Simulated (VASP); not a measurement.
# Hf3SnS4 (P3m1) in VASP: a series of runs, part 2 of 2

VASP 6.6.1. The steps go on from the part before.

**4. Equation of state, PBE, 25.44 Å³/atom (volume scaled by 1.03)**

The input, INCAR:

```
SYSTEM = Hf3SnS4
ALGO = Normal ; EDIFF = 1E-6
EDIFFG = -0.02 ; ENCUT = 520
GGA = PE ; IBRION = 2
ISIF = 4 ; ISMEAR = 0
KPAR = 4 ; LASPH = .True.
LCHARG = .False. ; LREAL = .False.
LWAVE = .False. ; NELM = 100
NSW = 30 ; PREC = Accurate
SIGMA = 0.1
```

The input, KPOINTS:

```
k-points
0
Gamma
  10 10 2
  0 0 0
```

The input, POSCAR:

```
Hf3SnS4
1.0
    3.6470284839      0.0000000000      0.0000000000
   -1.8235137370      3.1584188852      0.0000000000
    0.0000000000      0.0000000000     17.6686633454
Hf Sn S
3 1 4
Direct
    0.6666670000      0.3333330000      0.0007190000
    0.3333330000      0.6666670000      0.3735390000
    0.3333330000      0.6666670000      0.6256300000
    0.0000000000      0.0000000000      0.4996010000
    0.0000000000      0.0000000000      0.9171600000
    0.3333330000      0.6666670000      0.0841890000
    0.6666670000      0.3333330000      0.2946190000
    0.6666670000      0.3333330000      0.7045710000
```

Started as:

```
cat potpaw_PBE.64/Hf_pv/POTCAR potpaw_PBE.64/Sn_d/POTCAR potpaw_PBE.64/S/POTCAR > POTCAR
mpirun -np 4 vasp_std > vasp.out
```

It took 10 min on 4 MPI ranks of Intel Xeon Platinum 8559C (Emerald Rapids), shared host; peak memory 0.46 GiB.

The run converged. Its results:

- Free energy: -59.9114 eV
- Pressure: -0.1 GPa
- Largest force: 0.020 eV/Å
- Band gap on the k mesh: none (metal or under the smearing width)

Caveat: this functional lacks dispersion, which binds the layers, so the pressure and a relaxed spacing across them are unreliable.

**5. Equation of state, PBE, 23.22 Å³/atom (volume scaled by 0.94)**

INCAR is that of step 4.

KPOINTS is that of step 4.

POSCAR, as its differences from that of step 4:

```diff
@@ -2,5 +2,5 @@
 1.0
-    3.6470284839      0.0000000000      0.0000000000
-   -1.8235137370      3.1584188852      0.0000000000
-    0.0000000000      0.0000000000     17.6686633454
+    3.5375509064      0.0000000000      0.0000000000
+   -1.7687749634      3.0636085349      0.0000000000
+    0.0000000000      0.0000000000     17.1382801940
 Hf Sn S
```

Started as:

```
cat potpaw_PBE.64/Hf_pv/POTCAR potpaw_PBE.64/Sn_d/POTCAR potpaw_PBE.64/S/POTCAR > POTCAR
mpirun -np 4 vasp_std > vasp.out
```

Run time: 12 min. Hardware: 4 MPI ranks of Intel Xeon Platinum 8559C (Emerald Rapids), shared host; peak memory 0.44 GiB.

Results (log left out):

```
Free energy            : -59.8823 eV
Pressure               : 0.9 GPa
Largest force          : 0.013 eV/Å
Band gap on the k mesh : none (metal or under the smearing width)
```

Caveat: this functional lacks dispersion, which binds the layers, so the pressure and a relaxed spacing across them are unreliable.

**6. Equation of state, PBE, 26.18 Å³/atom (volume scaled by 1.06)**

INCAR is that of step 5.

KPOINTS is that of step 5.

POSCAR, as its differences from that of step 5:

```diff
@@ -2,5 +2,5 @@
 1.0
-    3.5375509064      0.0000000000      0.0000000000
-   -1.7687749634      3.0636085349      0.0000000000
-    0.0000000000      0.0000000000     17.1382801940
+    3.6820982168      0.0000000000      0.0000000000
+   -1.8410485986      3.1887901607      0.0000000000
+    0.0000000000      0.0000000000     17.8385647618
 Hf Sn S
```

Potentials or basis: VASP PAW PBE potentials, release 64 (Hf_pv, Sn_d, S).

Started as:

```
cat potpaw_PBE.64/Hf_pv/POTCAR potpaw_PBE.64/Sn_d/POTCAR potpaw_PBE.64/S/POTCAR > POTCAR
mpirun -np 4 vasp_std > vasp.out
```

It took 13 min on 4 MPI ranks of Intel Xeon Platinum 8559C (Emerald Rapids), shared host; peak memory 0.46 GiB.

Results (log left out):

```
Free energy            : -59.9089 eV
Pressure               : -0.1 GPa
Largest force          : 0.019 eV/Å
Band gap on the k mesh : none (metal or under the smearing width)
```

Caveat: this functional lacks dispersion, which binds the layers, so the pressure and a relaxed spacing across them are unreliable.

**7. Equation of state, PBE, 22.48 Å³/atom (volume scaled by 0.91)**

INCAR is that of step 6.

KPOINTS is that of step 6.

POSCAR, as its differences from that of step 6:

```diff
@@ -2,5 +2,5 @@
 1.0
-    3.6820982168      0.0000000000      0.0000000000
-   -1.8410485986      3.1887901607      0.0000000000
-    0.0000000000      0.0000000000     17.8385647618
+    3.4995097763      0.0000000000      0.0000000000
+   -1.7497544036      3.0306639543      0.0000000000
+    0.0000000000      0.0000000000     16.9539833279
 Hf Sn S
```

Started as:

```
cat potpaw_PBE.64/Hf_pv/POTCAR potpaw_PBE.64/Sn_d/POTCAR potpaw_PBE.64/S/POTCAR > POTCAR
mpirun -np 4 vasp_std > vasp.out
```

It took 13 min on 4 MPI ranks of Intel Xeon Platinum 8559C (Emerald Rapids), shared host; peak memory 0.44 GiB.

Results (log left out):

| Item | Value |
| --- | --- |
| Free energy | -59.8345 eV |
| Pressure | 1.9 GPa |
| Largest force | 0.019 eV/Å |
| Band gap on the k mesh | none (metal or under the smearing width) |

Caveat: this functional lacks dispersion, which binds the layers, so the pressure and a relaxed spacing across them are unreliable.

**8. Equation of state, PBE, 26.92 Å³/atom (volume scaled by 1.09)**

INCAR is that of step 7.

KPOINTS is that of step 7.

POSCAR, as its differences from that of step 7:

```diff
@@ -2,5 +2,5 @@
 1.0
-    3.4995097763      0.0000000000      0.0000000000
-   -1.7497544036      3.0306639543      0.0000000000
-    0.0000000000      0.0000000000     16.9539833279
+    3.7165123444      0.0000000000      0.0000000000
+   -1.8582556576      3.2185936654      0.0000000000
+    0.0000000000      0.0000000000     18.0052899839
 Hf Sn S
```

Started as:

```
cat potpaw_PBE.64/Hf_pv/POTCAR potpaw_PBE.64/Sn_d/POTCAR potpaw_PBE.64/S/POTCAR > POTCAR
mpirun -np 4 vasp_std > vasp.out
```

Run time: 15 min. Hardware: 4 MPI ranks of Intel Xeon Platinum 8559C (Emerald Rapids), shared host; peak memory 0.47 GiB.

The run converged. Its results:

* Free energy: -59.9053 eV
* Pressure: -0.2 GPa
* Largest force: 0.015 eV/Å
* Band gap on the k mesh: none (metal or under the smearing width)

Caveat: this functional lacks dispersion, which binds the layers, so the pressure and a relaxed spacing across them are unreliable.
